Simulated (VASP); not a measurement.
Method: optB86b-vdW, VASP's PBE PAW potentials (set 64) (plane waves; VASP).

VASP ran on this input.

File KPOINTS:
```
Automatic mesh
0
Gamma
11 11 11
0 0 0
```

INCAR:
```
SYSTEM = NaF
PREC = Accurate
ENCUT = 520
EDIFF = 1E-7
NELM = 100
ALGO = Normal
LREAL = .FALSE.
LASPH = .TRUE.
ISMEAR = -5
GGA = MK
PARAM1 = 0.1234
PARAM2 = 1.0
LUSE_VDW = .TRUE.
AGGAC = 0.0
LWAVE = .FALSE.
LCHARG = .TRUE.
LORBIT = 11
NEDOS = 601
ISIF = 2
```

POSCAR:
```
NaF
1
   -0.0000000000     2.3170534975     2.3170534975
    2.3170534975     0.0000000000     2.3170534975
    2.3170534975     2.3170534975    -0.0000000000
Na F
1 1
Direct
  1.0000000000   1.0000000000   1.0000000000
  0.5000000000   0.5000000000   0.5000000000
```

POTCAR, in this order: Na_pv F (PBE.64 set). Program: vasp_std.

Output of the run:

File OUTCAR:
```
 ion  position               nearest neighbor table
   1  0.000  0.000  0.000-   2 2.32   2 2.32   2 2.32   2 2.32   2 2.32   2 2.32
   2  0.500  0.500  0.500-   1 2.32   1 2.32   1 2.32   1 2.32   1 2.32   1 2.32
  LATTYP: Found a face centered cubic cell.
 ALAT       =     4.6341069950
 Subroutine PRICEL returns:
 Original cell was already a primitive cell.
 Subroutine GETGRP returns: Found 48 space group operations
The static configuration has the point symmetry O_h .
The dynamic configuration has the point symmetry O_h .
 Subroutine INISYM returns: Found 48 space group operations
 Subroutine IBZKPT returns following result:
 Found     56 irreducible k-points:

 Following reciprocal coordinates:
            Coordinates               Weight
  0.000000  0.000000  0.000000      1.000000
  0.090909  0.000000  0.000000      8.000000
  0.181818  0.000000  0.000000      8.000000
  0.272727  0.000000  0.000000      8.000000
  0.363636  0.000000  0.000000      8.000000
  0.454545  0.000000  0.000000      8.000000
  0.090909  0.090909  0.000000      6.000000
  0.181818  0.090909  0.000000     24.000000
  0.272727  0.090909  0.000000     24.000000
...
```

File OSZICAR:
```
       N       E                     dE             d eps       ncg     rms          rms(c)
DAV:   1     0.112535901217E+03    0.11254E+03   -0.82303E+03  1269   0.155E+03
DAV:   2     0.737592095151E+00   -0.11180E+03   -0.10472E+03  1313   0.367E+02
DAV:   3    -0.542481767308E+01   -0.61624E+01   -0.61466E+01  1418   0.869E+01
DAV:   4    -0.548497644877E+01   -0.60159E-01   -0.60150E-01  1337   0.926E+00
DAV:   5    -0.548561023393E+01   -0.63379E-03   -0.63378E-03  1439   0.987E-01    0.532E+00
DAV:   6    -0.462596388288E+01    0.85965E+00   -0.37110E+00  1453   0.190E+01    0.183E+00
DAV:   7    -0.461647121914E+01    0.94927E-02   -0.30669E-02  1250   0.269E+00    0.103E+00
DAV:   8    -0.461745337634E+01   -0.98216E-03   -0.28675E-02  1238   0.440E+00    0.123E-01
DAV:   9    -0.461831093140E+01   -0.85756E-03   -0.43384E-03  1379   0.729E-01    0.940E-02
DAV:  10    -0.461820599814E+01    0.10493E-03   -0.62871E-04  1313   0.360E-01    0.862E-03
DAV:  11    -0.461820544902E+01    0.54912E-06   -0.24106E-05  1391   0.121E-01    0.463E-03
DAV:  12    -0.461820575820E+01   -0.30918E-06   -0.20648E-06  1325   0.346E-02    0.180E-03
DAV:  13    -0.461820560764E+01    0.15056E-06   -0.32420E-07  1286   0.684E-03    0.309E-04
DAV:  14    -0.461820556902E+01    0.38624E-07   -0.15766E-08   745   0.363E-03
   1 F= -.46182056E+01 E0= -.46182056E+01  d E =0.000000E+00
```

OUTCAR:
```
------------------------ aborting loop because EDIFF is reached ----------------------------------------
  FORCE on cell =-STRESS in cart. coord.  units (eV):
  Direction    XX          YY          ZZ          XY          YZ          ZX
  --------------------------------------------------------------------------------------
  Total        0.0218353      0.0218353      0.0218353      0.0000000      0.0000000     -0.0000000
  in kB        1.4061513      1.4061513      1.4061513      0.0000000      0.0000000     -0.0000000
  external PRESSURE =       1.4061513 kB  Pullay stress =       0.0000000 kB
  volume of cell :       24.88
      direct lattice vectors                 reciprocal lattice vectors
     0.000000000  2.317053497  2.317053497    -0.215791306  0.215791306  0.215791306
     2.317053497  0.000000000  2.317053497     0.215791306 -0.215791306  0.215791306
     2.317053497  2.317053497  0.000000000     0.215791306  0.215791306 -0.215791306
  FREE ENERGIE OF THE ION-ELECTRON SYSTEM (eV)
  ---------------------------------------------------
  free  energy   TOTEN  =        -4.6182055690 eV

  energy  without entropy=       -4.6182055690  energy(sigma->0) =       -4.61820557

 total charge

# of ion       s       p       d       tot
------------------------------------------
    1        0.050   5.996   0.000   6.046
    2        1.723   4.377   0.000   6.101
--------------------------------------------------
tot          1.773  10.374   0.000  12.147
```
(Selected blocks of OUTCAR.)

### OUTCAR
```
 val. band max:       -2.2288056507   @ k =   0.0000   0.0000   0.0000

 cond. band min:       4.1495710337   @ k =   0.0000   0.0000   0.0000


 Fermi energy:        -2.1755455060

 k-point     1 :       0.0000    0.0000    0.0000
  band No.  band energies     occupation
      1     -21.2763      2.00000
      2     -21.1556      2.00000
      3     -21.1555      2.00000
      4     -21.1555      2.00000
      5      -2.2288      2.00000
      6      -2.2288      2.00000
      7      -2.2288      2.00000
      8       4.1496      0.00000
      9      16.7776      0.00000
     10      16.7776      0.00000
     11      16.7776      0.00000

 k-point     2 :       0.0909    0.0000    0.0000
  band No.  band energies     occupation
      1     -21.4474      2.00000
      2     -21.1565      2.00000
      3     -21.1565      2.00000
      4     -20.9739      2.00000
      5      -2.3922      2.00000
      6      -2.2494      2.00000
      7      -2.2494      2.00000
      8       4.4454      0.00000
      9      15.6866      0.00000
     10      16.9069      0.00000
     11      16.9069      0.00000

 k-point     3 :       0.1818    0.0000    0.0000
  band No.  band energies     occupation
      1     -21.6396      2.00000
      2     -21.1591      2.00000
      3     -21.1591      2.00000
      4     -20.7512      2.00000
      5      -2.7847      2.00000
      6      -2.3044      2.00000
      7      -2.3044      2.00000
      8       5.2268      0.00000
      9      14.0789      0.00000
     10      17.2429      0.00000
     11      17.2429      0.00000

 k-point     4 :       0.2727    0.0000    0.0000
  band No.  band energies     occupation
      1     -21.7949      2.00000
      2     -21.1625      2.00000
      3     -21.1625      2.00000
      4     -20.5555      2.00000
      5      -3.2286      2.00000
      6      -2.3753      2.00000
      7      -2.3753      2.00000
      8       6.2863      0.00000
      9      12.6556      0.00000
...
```

The compound is NaF in the rock salt structure. It was relaxed first.
